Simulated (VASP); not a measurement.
Output of a VASP run:

OSZICAR:
```
       N       E                     dE             d eps       ncg     rms          rms(c)
DAV:   1     0.577432240449E+02    0.57743E+02   -0.43735E+03  1008   0.919E+02
DAV:   2     0.224666715042E+01   -0.55497E+02   -0.54678E+02  1255   0.149E+02
DAV:   3     0.197911435901E+00   -0.20488E+01   -0.20307E+01  1202   0.341E+01
DAV:   4     0.144248187592E+00   -0.53663E-01   -0.53593E-01  1628   0.464E+00
DAV:   5     0.143337036768E+00   -0.91115E-03   -0.91106E-03  1395   0.356E-01    0.181E+00
DAV:   6     0.144359694478E+00    0.10227E-02   -0.32155E-03  1338   0.657E-01    0.108E+00
DAV:   7     0.143595497624E+00   -0.76420E-03   -0.83354E-03  1134   0.110E+00    0.498E-02
DAV:   8     0.143288104943E+00   -0.30739E-03   -0.50062E-04  1381   0.166E-01    0.333E-02
DAV:   9     0.143289785383E+00    0.16804E-05   -0.19005E-05  1483   0.385E-02    0.618E-03
DAV:  10     0.143288339699E+00   -0.14457E-05   -0.18999E-06  1443   0.134E-02    0.328E-03
DAV:  11     0.143288153065E+00   -0.18663E-06   -0.80859E-07  1170   0.110E-02    0.865E-04
DAV:  12     0.143288218410E+00    0.65345E-07   -0.58675E-08   663   0.260E-03
   1 F= 0.14328822E+00 E0= 0.14290877E+00  d E =0.113833E-02
```

OUTCAR:
```
------------------------ aborting loop because EDIFF is reached ----------------------------------------
  FORCE on cell =-STRESS in cart. coord.  units (eV):
  Direction    XX          YY          ZZ          XY          YZ          ZX
  --------------------------------------------------------------------------------------
  Total        0.0052694      0.0052694      0.0052694      0.0000000     -0.0000000      0.0000000
  in kB        0.1448773      0.1448773      0.1448773      0.0000000     -0.0000000      0.0000000
  external PRESSURE =       0.1448773 kB  Pullay stress =       0.0000000 kB
  volume of cell :       58.27
      direct lattice vectors                 reciprocal lattice vectors
    -2.442330364  2.442330364  2.442330364     0.000000000  0.204722509  0.204722509
     2.442330364 -2.442330364  2.442330364     0.204722509  0.000000000  0.204722509
     2.442330364  2.442330364 -2.442330364     0.204722509  0.204722509  0.000000000
 POSITION                                       TOTAL-FORCE (eV/Angst)
 -----------------------------------------------------------------------------------
      0.00000      0.00000      0.00000         0.000000     -0.000000     -0.000000
 -----------------------------------------------------------------------------------
    total drift:                                0.000000      0.000000     -0.000000
  FREE ENERGIE OF THE ION-ELECTRON SYSTEM (eV)
  ---------------------------------------------------
  free  energy   TOTEN  =         0.1432882184 eV

  energy  without entropy=        0.1421498837  energy(sigma->0) =        0.14290877
```
(Selected blocks of OUTCAR.)

**POSCAR**
```
Ba
1
   -2.4423303636     2.4423303636     2.4423303636
    2.4423303636    -2.4423303636     2.4423303636
    2.4423303636     2.4423303636    -2.4423303636
Ba
1
Direct
  0.0000000000   0.0000000000   0.0000000000
```

Write an INCAR and KPOINTS that could have produced this output.

This is not unique; one that fits is the input of the run itself, vdW-DF-cx, plane waves, VASP's PBE PAW potentials (set 64).

### INCAR
```
EDIFF = 1E-7   ! SCF stop (eV)
ISMEAR = 1   ! Methfessel-Paxton
LMAXMIX = 4
AGGAC = 0.0
ENCUT = 520
NELM = 100
SIGMA = 0.1   ! width (eV)
ALGO = Normal   ! blocked Davidson
LREAL = .FALSE.   ! projection in real space or not
LASPH = .TRUE.   ! aspherical one-centre terms
LWAVE = .FALSE.
ISIF = 2
LCHARG = .FALSE.
LUSE_VDW = .TRUE.
SYSTEM = Ba
GGA = CX
PREC = Accurate
```

**KPOINTS**
```
K-points
0
gamma
 11 11 11
0 0 0
```

POTCAR, in this order: Ba_sv (PBE.64 set). Program: vasp_std.

The compound is Ba in the bcc structure. It was relaxed first, which changed the volume by -8 %.
